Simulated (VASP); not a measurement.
Input:

```yaml
crystal:
  lattice:
    - [-1.75153, 2.36980, 2.59514]
    - [1.75153, -2.36980, 2.59514]
    - [1.75153, 2.36980, -2.59514]
  atoms:
    - { symbol: Li, position: [0.73907, 0.23907, 0.50000] }
    - { symbol: Li, position: [0.26093, 0.76093, 0.50000] }
    - { symbol: C, position: [0.86813, 0.00000, 0.86813] }
    - { symbol: C, position: [0.13187, 0.00000, 0.13187] }
```

All values below come from LDA (Ceperley-Alder, Perdew-Zunger), VASP's LDA PAW potentials (set 64) (plane waves; VASP 6.6.1). Settings: 520 eV cut-off, 10×10×10 Γ-centred mesh, Gaussian smearing of 0.010 eV, potentials Li_sv C.

Problem. Give the direction-averaged independent-particle dielectric function (no local fields, no excitons; a broadening of 0.1 eV leaves a tail below the gap, and fine structure carries the noise of the k-mesh).

Solution. 
| ħω (eV) | ε₁ | ε₂ |
|---|---|---|
| 0.00 | 4.12 | 0.00 |
| 0.40 | 4.13 | 0.01 |
| 0.80 | 4.17 | 0.01 |
| 1.20 | 4.23 | 0.02 |
| 1.60 | 4.33 | 0.03 |
| 2.00 | 4.47 | 0.04 |
| 2.40 | 4.67 | 0.06 |
| 2.80 | 4.97 | 0.09 |
| 3.20 | 5.45 | 0.17 |
| 3.60 | 6.29 | 0.63 |
| 4.00 | 6.85 | 1.76 |
| 4.40 | 6.25 | 2.96 |
| 4.80 | 5.65 | 3.62 |
| 5.20 | 5.47 | 4.52 |
| 5.60 | 4.76 | 4.55 |
| 6.00 | 3.55 | 5.14 |
| 6.40 | 2.16 | 5.54 |
| 6.80 | 1.61 | 5.57 |
| 7.20 | 0.24 | 4.03 |
| 7.60 | 0.84 | 2.91 |
| 8.00 | 1.15 | 2.67 |
| 8.40 | 1.95 | 2.64 |
| 8.80 | 1.81 | 3.57 |
| 9.30 | 0.67 | 3.69 |
ε₂ peaks at 6.3 eV (height 5.8); ε₁(0) averages 4.12, so the electronic refractive index below the gap tends to √4.12 = 2.03.

The structure comes from a computed database's LiC entry (Immm); how it stands against other phases isn't given here. It was relaxed first, which changed the volume by -6 %.
